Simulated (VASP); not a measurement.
A VASP calculation is set up with these files.

INCAR:
```
! general
SYSTEM  = Cr
PREC    = Accurate
ENCUT   = 400
LREAL   = .FALSE.
LASPH   = .TRUE.

! electronic loop
EDIFF   = 1E-6
NELM    = 100
ALGO    = Normal
LMAXMIX = 4

! smearing
ISMEAR  = 1
SIGMA   = 0.1

! functional
GGA     = PE

! spin
ISPIN   = 2
MAGMOM  = 2*1.5

! ions
IBRION  = 2
NSW     = 60
ISIF    = 3
EDIFFG  = -0.01

! output
LWAVE   = .FALSE.
LCHARG  = .FALSE.
LORBIT  = 10
```

File POSCAR:
```
Cr
1
    2.8800000000     0.0000000000     0.0000000000
    0.0000000000     2.8800000000     0.0000000000
    0.0000000000     0.0000000000     2.8800000000
Cr
2
Direct
  0.0000000000   0.0000000000   0.0000000000
  0.5000000000   0.5000000000   0.5000000000
```

### KPOINTS
```
Automatic
0
Gamma
 11 11 11
```

POTCAR, in this order: Cr_pv (PBE.64 set). Program: vasp_std.

Question: Write an equivalent input for Quantum ESPRESSO's pw.x.

Answer: One equivalent input (not run):
```
&CONTROL
  calculation = 'vc-relax'
  pseudo_dir = './pseudo'
  outdir = './out'
  tprnfor = .true.
  tstress = .true.
  nstep = 60
  forc_conv_thr = 0.00039
/
&SYSTEM
  ibrav = 0
  nat = 2
  ntyp = 1
  ecutwfc = 94
  occupations = 'smearing'
  smearing = 'methfessel-paxton'
  degauss = 0.00735
  input_dft = 'pbe'
  nspin = 2
  starting_magnetization(1) = 0.15
/
&ELECTRONS
  conv_thr = 7.3e-08
  electron_maxstep = 100
/
&IONS
/
&CELL
/
ATOMIC_SPECIES
  Cr 51.996 Cr.upf
CELL_PARAMETERS angstrom
     2.8800000    0.0000000    0.0000000
     0.0000000    2.8800000    0.0000000
     0.0000000    0.0000000    2.8800000
ATOMIC_POSITIONS crystal
  Cr   0.0000000  0.0000000  0.0000000
  Cr   0.5000000  0.5000000  0.5000000
K_POINTS automatic
  11 11 11 0 0 0
```
The two are equivalent in intent, not identical: the potentials are each code's own (VASP's PAW set, PseudoDojo norm-conserving files in pw.x), so ENCUT and ecutwfc are chosen apart and not converted; conv_thr bounds pw.x's estimated SCF error, while EDIFF bounds the energy change between steps; starting_magnetization is a fraction of the valence charge and MAGMOM a moment in μB, so they match only roughly; forc_conv_thr acts on force components and is met together with etot_conv_thr.

The compound is Cr in the bcc, AFM order structure. This run relaxes it. Symmetry was kept, so distortions that lower it aren't found.
